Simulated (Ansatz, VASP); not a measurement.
# MgI2 in two plane-wave programs, part 2 of 2

Aim: how closely do two programs agree when they are given the same cell, functional and k mesh?  The cell is taken from a series of runs on this material, whose earlier steps may have relaxed or scaled it; both programs get it as it stands.

VASP 6.6.1 and Ansatz 0.2.0.

So far: The starting structure; VASP: single point, PBEsol.

## Step 3: Ansatz: single point, PBEsol

Level of this step: Ansatz beside VASP: Kohn-Sham DFT, plane waves, PBEsol (Ansatz).

Ansatz runs on its default PAW (the set named soft_2) files.

The same cell, functional, mesh and smearing now go to Ansatz, which takes its cutoff from its data sets.

Contents of input.yaml:

```yaml
crystal:
  lattice:
    - [4.1400000002, 0.0, 0.0]
    - [-2.0700000001, 3.5853451718, 0.0]
    - [0.0, 0.0, 18.44]
  atoms:
    - { symbol: I, position: [0.3333333333, 0.6666666667, 0.5899306852] }
    - { symbol: Mg, position: [0.0, 0.0, 0.5] }
    - { symbol: I, position: [0.6666666667, 0.3333333333, 0.4100693148] }
kpoints:
  mp_grid: { grid: [6, 6, 1] }
scf:
  occupations: { method: fermi_dirac, width: 0.02 }
  n_extra_bands: 8
hamiltonian:
  xc: pbesol
  pseudopotentials: { kind: paw }
output:
  forces: true
  write_potential: true
  volumetric_format: []
  dos:
    projected: true
    de: 0.05
    e_range: [-30, 12]
    method: { smearing: { sigma: 0.12, scheme: gaussian } }
  eigenstates:
    kpoints:
      - [0.33333333, 0.33333333, 0.0]
      - [0.31666667, 0.31666667, 0.0]
      - [0.3, 0.3, 0.0]
      - [0.28333333, 0.28333333, 0.0]
      - [0.26666667, 0.26666667, 0.0]
      - [0.25, 0.25, 0.0]
      - [0.23333333, 0.23333333, 0.0]
      - [0.21666667, 0.21666667, 0.0]
      - [0.2, 0.2, 0.0]
      - [0.18333333, 0.18333333, 0.0]
      - [0.16666667, 0.16666667, 0.0]
      - [0.15, 0.15, 0.0]
      - [0.13333333, 0.13333333, 0.0]
      - [0.11666667, 0.11666667, 0.0]
      - [0.1, 0.1, 0.0]
      - [0.08333333, 0.08333333, 0.0]
      - [0.06666667, 0.06666667, 0.0]
      - [0.05, 0.05, 0.0]
      - [0.03333333, 0.03333333, 0.0]
      - [0.01666667, 0.01666667, 0.0]
      - [0.0, 0.0, 0.0]
      - [0.02777778, 0.0, 0.0]
      - [0.05555556, 0.0, 0.0]
      - [0.08333333, 0.0, 0.0]
      - [0.11111111, 0.0, 0.0]
      - [0.13888889, 0.0, 0.0]
      - [0.16666667, 0.0, 0.0]
      - [0.19444444, 0.0, 0.0]
      - [0.22222222, 0.0, 0.0]
      - [0.25, 0.0, 0.0]
      - [0.27777778, 0.0, 0.0]
      - [0.30555556, 0.0, 0.0]
      - [0.33333333, 0.0, 0.0]
      - [0.36111111, 0.0, 0.0]
      - [0.38888889, 0.0, 0.0]
      - [0.41666667, 0.0, 0.0]
      - [0.44444444, 0.0, 0.0]
      - [0.47222222, 0.0, 0.0]
      - [0.5, 0.0, 0.0]
      - [0.48333333, 0.03333333, 0.0]
      - [0.46666667, 0.06666667, 0.0]
      - [0.45, 0.1, 0.0]
      - [0.43333333, 0.13333333, 0.0]
      - [0.41666667, 0.16666667, 0.0]
      - [0.4, 0.2, 0.0]
      - [0.38333333, 0.23333333, 0.0]
      - [0.36666667, 0.26666667, 0.0]
      - [0.35, 0.3, 0.0]
    e_range: [-8.0, 6.0]
    unfold:
      supercell_matrix: [[1, 0, 0], [0, 1, 0], [0, 0, 1]]
      layers:
        axis: 3
        edges: [0.19315, 0.432552, 0.467462, 0.532538, 0.567448, 0.80685]
```

Run with:

```sh
ansatz run input.yaml --threads 4 --pin off --max-ram 11264MiB --backend cpu --events-out ev --progress --plain --runs-dir out
```

Numbers of over 12 decimals in the logs are rounded to 6 here.

Log:

```text
scf.n_extra_bands = 8 over 22 filled bands (N_el = 44.0): the run solves 30 bands
Engine: ansatz 0.2.0, x86_64-unknown-linux-gnu
Pseudopotentials: kind: paw
Pseudopotential: I, paw, valence charge 17, recommended cutoff 420 eV (normal), I.paw.azcp
Pseudopotential: Mg, paw, valence charge 10, recommended cutoff 420 eV (normal), Mg.paw.azcp
Functional definition: PBEsol
  exchange = pbesol_x
  correlation = pbesol_c
Crystal: 3 atoms, lattice volume = 273.711 Å³
Basis set: ecut = 420 eV, 5269 PW (Γ), exchange–correlation on 60×60×250 points (8 copies of the dense FFT grid, shifted against one another)
Bands: 30, of which v1, the nominal top of the filled ones, is band 22 counted from 1 (21 counted from 0)
Symmetry: 12 space group operations
Space group: P-3m1 (ITA 164), of the structure as read, at distance tolerance 6.5e-5 Å
k-points: 7 of 36
Non-local potential: I, projectors of the file, l = 0: 2, l = 1: 2, l = 2: 2, l = 3: 2
Non-local potential: Mg, projectors of the file, l = 0: 3, l = 1: 2, l = 2: 1
PAW form: soft (Blöchl's): semilocal exchange-correlation on the pseudo side does not see the compensation charge
PAW frozen core: I, regenerated for the run's functional, and the local potential with it (the file was generated under x = pbe(κ = 0.804, μ = 0.219515), c = pbe(β = 0.066725))
PAW frozen core: Mg, regenerated for the run's functional, and the local potential with it (the file was generated under x = pbe(κ = 0.804, μ = 0.219515), c = pbe(β = 0.066725))
PAW one-centre angular grid: I, 590 points (default); XC on 64 Gauss nodes
PAW one-centre angular grid: Mg, 110 points (default); XC on 64 Gauss nodes
Initial density: superposition of atomic densities (neutral atoms: chi_scale 0, normalization atom), corrected by the library's trained network
Initial wavefunctions: pseudopotential atomic-orbital guess
Functional: x = pbesol(κ = 0.804, μ = 0.123457), c = pbesol(β = 0.046)
SCF iter   1: F=—  HF=-16779.802204 eV  |F-HF|=—  |Δ(HF+E_count)|=         —  Δρ=1.34e-3  dr2=3.70e-3  ethr=1.77e-3  ⟨swp⟩=10.6  Hψ=1248  notcnv=0
preconditioner: auto → Resta (q_TF=auto, 2.012 Å⁻¹)  ε∞=1.7  [insulator: Δε(μ)=3.614 eV  Ē_g=10.742 eV  σ=0.020 eV  W_gap=1.00  n_scr=40 (ndim 8)  ℏωp=9.0 eV  f_vac=0.628  D(μ)=0.00/eV (n_scr^D=0)  ε∞_Penn≈1.7  vacuum switching on, ρ_ref=8.4e-3 e/Å³]
SCF iter   2: F=—  HF=-16779.802459 eV  |F-HF|=—  |Δ(HF+E_count)|=   2.55e-4  Δρ=6.95e-4  dr2=2.97e-3  ethr=8.41e-6  ⟨swp⟩=4.0  Hψ=550  notcnv=0  defer=18
SCF iter   3: F=—  HF=-16779.802522 eV  |F-HF|=—  |Δ(HF+E_count)|=   6.33e-5  Δρ=3.70e-4  dr2=1.19e-3  ethr=6.76e-6  ⟨swp⟩=3.7  Hψ=410  notcnv=0  defer=18
SCF iter   4: F=—  HF=-16779.802316 eV  |F-HF|=—  |Δ(HF+E_count)|=   2.06e-4  Δρ=1.13e-4  dr2=5.87e-5  ethr=2.70e-6  ⟨swp⟩=2.6  Hψ=323  notcnv=0  defer=18
SCF iter   5: F=—  HF=-16779.802310 eV  |F-HF|=—  |Δ(HF+E_count)|=   5.37e-6  Δρ=3.60e-5  dr2=1.22e-5  ethr=1.33e-7  ⟨swp⟩=2.7  Hψ=314  notcnv=0  defer=18
SCF iter   6: F=—  HF=-16779.802310 eV  |F-HF|=—  |Δ(HF+E_count)|=   6.67e-7  Δρ=9.50e-6  dr2=1.01e-6  ethr=2.78e-8  ⟨swp⟩=2.0  Hψ=241  notcnv=0  defer=18
SCF iter   7: F=-16779.802310 eV  HF=-16779.802310 eV  |F-HF|=1.44e-8  |Δ(HF+E_count)|=   5.77e-8  Δρ=1.55e-6  dr2=3.13e-8  ethr=2.27e-10  ⟨swp⟩=17.0  Hψ=1655  notcnv=0
SCF 1 converged in 7 iterations: F = -16779.802310 eV  dr2 = 3.13e-8
  greatest PAW one-centre occupation: 1.000 electrons in one spin orbital (limit 2), on the Mg atom at site 1 (counted from 0), in its partial waves of l = 0
NSCF: frozen V_eff on 48 k-points
SCF converged after 7 iterations
Free energy (F): -16779.802310 eV
Harris-Foulkes:  -16779.802310 eV  (|F-HF|=1.44e-8)
Internal energy: -16779.802310 eV  (E = F + TS)
E sigma→0 (E₀):  -16779.802310 eV
Fermi energy:    -0.428181 eV
--- Per-component energies (eV) ---
  E_band       = -1431.648709
  E_kinetic    = 454.720889
  E_local      = -23711.379850  (includes V_loc(G=0)·N_el)
  E_nonlocal   = -80.975836
  E_hartree    = 11531.601854
  E_xc         = -282.869858
  E_vxc        = -293.857838  (∫ρ·V_xc dr)
  E_paw        = -9755.735417  (= ΣΔE_a)
  E_vpaw       = -863.375472  (= ΣTr[D̂ρ^β])
  E_aug_tail   = 0.000012  (compensation charges beyond the density's cutoff)
  E_ewald      = 5063.952749
  E_core_change = 0.883146  (= ΣΔE_core)
  E_smearing   = -0.000000  (= −TS)
  E_closure    = 0.000000  (closes the sum)
  Σ components = -16779.802310   (vs F -16779.802310, Δ=0.00e0)
--- Forces (eV/Å), atoms counted from 1 ---
  atom   1  I      0.00000000     0.00000000     0.02904070
  atom   2  Mg     0.00000000     0.00000000     0.00000000
  atom   3  I      0.00000000    -0.00000000    -0.02904070
  max |Σ_I F_I| component: 4.63e-18 eV/Å
--- Band table (eV; the first three rows and the last of 7) ---
  k-point 0: bands = [... 18 lower, -2.5351, -2.5351, -2.2425, -2.2425, 1.8340, 2.5831, 3.8259, 3.9210, ... 4 higher]
  k-point 1: bands = [... 18 lower, -3.0482, -2.8360, -2.7683, -2.3293, 2.5055, 3.2072, 3.9115, 3.9664, ... 4 higher]
  k-point 2: bands = [... 18 lower, -3.7816, -3.2701, -2.8168, -2.5784, 1.8352, 3.2053, 3.7467, 4.7197, ... 4 higher]
  k-point 6: bands = [... 18 lower, -4.7532, -4.2193, -3.0187, -3.0187, 2.2504, 4.2304, 4.2304, 5.7443, ... 4 higher]
```

Reading the cycles: dr2 is the Hartree energy of the density residual (eV), the measure of convergence; HF is the Harris–Foulkes estimate of the energy, which meets the free energy F at convergence.

## Step 4: Comparison

Known differences besides the PAW data sets themselves: the data sets hold 44 valence electrons in Ansatz (default PAW (the set named soft_2) files) and 16 in VASP; the cutoff is 420 eV in Ansatz and 400 eV in VASP; Ansatz makes its cores anew for this functional, VASP keeps those of its PBE data sets; VASP leaves aspherical gradient terms in its spheres out (LASPH is not set), Ansatz keeps them. Total energies have different zeros and are not compared.

The two programs side by side:

```csv
quantity,Ansatz,VASP,difference
gap on the k mesh (eV),3.636,3.623,+0.013
```

At this near-relaxed geometry the largest component of a force difference is 3 meV/Å.

## Step 5: Looking for the cause

How far does this hang on the set-up? Further runs change one program's set-up at a time, as the table lists.

```csv
run,difference in gap on the k mesh (eV)
as above,0.013
VASP with the data sets I_GW and Mg_sv_GW and a cutoff of 690 eV,0.0098
```

## Step 6: Ansatz: relaxation, PBEsol with D3(BJ)

This run makes the geometry at which the two programs are then compared.

The structure compared here is the end of the Ansatz relaxation.

Contents of input.yaml:

```yaml
crystal:
  lattice:
    - [4.14, 0.0, 0.0]
    - [-2.07, 3.585345172, 0.0]
    - [0.0, 0.0, 18.44]
  atoms:
    - { symbol: I, position: [0.333333333, 0.666666667, 0.593275488] }
    - { symbol: Mg, position: [0.0, 0.0, 0.5] }
    - { symbol: I, position: [0.666666667, 0.333333333, 0.406724512] }
kpoints:
  mp_grid: { grid: [6, 6, 1] }
scf:
  occupations: { method: fermi_dirac, width: 0.02 }
  n_extra_bands: 8
hamiltonian:
  xc: pbesol
  pseudopotentials: { kind: paw }
  dispersion: d3bj
output:
  forces: true
  write_potential: true
  volumetric_format: []
relax:
  f_tol: 0.03
  max_steps: 45
```

Log:

```text
[...]
Crystal: 3 atoms, lattice volume = 273.711 Å³
Basis set: ecut = 420 eV, 5269 PW (Γ), exchange–correlation on 60×60×250 points (8 copies of the dense FFT grid, shifted against one another)
Bands: 30, of which v1, the nominal top of the filled ones, is band 22 counted from 1 (21 counted from 0)
Symmetry: 12 space group operations
[...]
k-points: 7 of 36
[...]
k-point 6: bands = [... 18 lower, -4.7533, -4.2195, -3.0188, -3.0188, 2.2502, 4.2302, 4.2302, 5.7441, ... 4 higher]
--- Relaxed structure (4 steps of the walk, 4 accepted, 0 SCFs on fresh bases) ---
  F+E_penalty+E_count = -16780.38518168 eV   max|allowed force component| = 1.695e-2 eV/Å
  atoms:
    - { symbol: I, position: [0.333333, 0.666667, 0.589931] }
    - { symbol: Mg, position: [0, 0, 0.5] }
    - { symbol: I, position: [0.666667, 0.333333, 0.410069] }
[key lines of the parts left out:]
SCF converged after 3 iterations
Free energy (F): -16780.385182 eV
Fermi energy:    -0.428354 eV
```

## Step 7: VASP: single point, PBEsol with D3(BJ)

The same cell, functional, mesh and smearing now go to VASP, with its own data sets and cutoff.

Contents of INCAR:

```
SYSTEM = MgI2
PREC = Accurate
ENCUT = 400
EDIFF = 1E-06
NELM = 100
ISMEAR = -1
SIGMA = 0.02
LREAL = .FALSE.
ALGO = Normal
GGA = PS
IVDW = 12
NBANDS = 14
LORBIT = 11
LWAVE = .FALSE.
LCHARG = .FALSE.
KPAR = 2
ISIF = 0
```

Contents of POSCAR:

```
MgI2
1.0
    4.1400000002      0.0000000000      0.0000000000
   -2.0700000001      3.5853451718      0.0000000000
    0.0000000000      0.0000000000     18.4400000000
I Mg
2 1
Direct
    0.3333333333      0.6666666667      0.5899306852
    0.6666666667      0.3333333333      0.4100693148
    0.0000000000      0.0000000000      0.5000000000
```

Contents of KPOINTS:

```
Automatic mesh
0
Gamma
6 6 1
0 0 0
```

The projector-augmented-wave data sets are I and Mg (PBE family, release 64).

Run with:

```sh
mpirun -np 2 vasp_std
```

Log:

```text
[banner, memory and clock lines left out]
running    2 mpi-ranks, on    1 nodes
[...]
[... a notice as in an earlier step ...]

 LDA part: xc-table for (Slater+PW92), standard interpolation
 POSCAR, INCAR and KPOINTS ok, starting setup
[...]
entering main loop
       N       E                     dE             d eps       ncg     rms          rms(c)
[... 21 cycles as in an earlier step ...]
   1 F= -.89804524E+01 E0= -.89804524E+01  d E =-.887390E-11
```

From OUTCAR (step 7):

```text
 Edisp (eV)   -0.58278

 POSITION                                       TOTAL-FORCE (eV/Angst)
 -----------------------------------------------------------------------------------
     -0.00000      2.39023     10.87832        -0.000000     -0.000000     -0.019878
      2.07000      1.19512      7.56168         0.000000      0.000000      0.019878
      0.00000      0.00000      9.22000        -0.000000      0.000000     -0.000000
 -----------------------------------------------------------------------------------
    total drift:                                0.000000     -0.000000      0.000000

  FREE ENERGIE OF THE ION-ELECTRON SYSTEM (eV)
  ---------------------------------------------------
  free  energy   TOTEN  =        -8.9804524071 eV

  energy  without entropy=       -8.9804524071  energy(sigma->0) =       -8.98045241

[... 2 parts as in an earlier step ...]

[... 1 further part left out ...]
[key lines of the parts left out:]
E-fermi :  -2.7644
```

## Step 8: Side by side

Compared:

```csv
quantity,Ansatz,VASP,difference
gap on the k mesh (eV),3.636,3.623,+0.013
```

At this near-relaxed geometry the largest component of a force difference is 3 meV/Å.

## Step 9: Outcome

- difference in gap on the k mesh (single point, PBEsol): 0.013 eV
- difference in gap on the k mesh (single point, PBEsol with D3(BJ)): 0.013 eV

**Reading.** The difference in gap on the k mesh is 0.013 eV (single point, PBEsol), within the 0.08 eV picked in this series as the mark of a large difference. For single point, PBEsol: no further run halves the difference in gap on the k mesh. How closely two codes agree says nothing of how well the functional describes the real material.

[Lines on the potential files, build, host, timing and source positions are cut from VASP's logs without a mark.]

[Logs are printed without paths, hosts, clocks, repeated set-up lines and the standing remarks that a program may print on its own settings, such as how far it seeks lower states.]

[Hosts, paths, dates, database ids (printed as entryN), source tags and the programs' standing remarks are cut or masked in the printed files.]
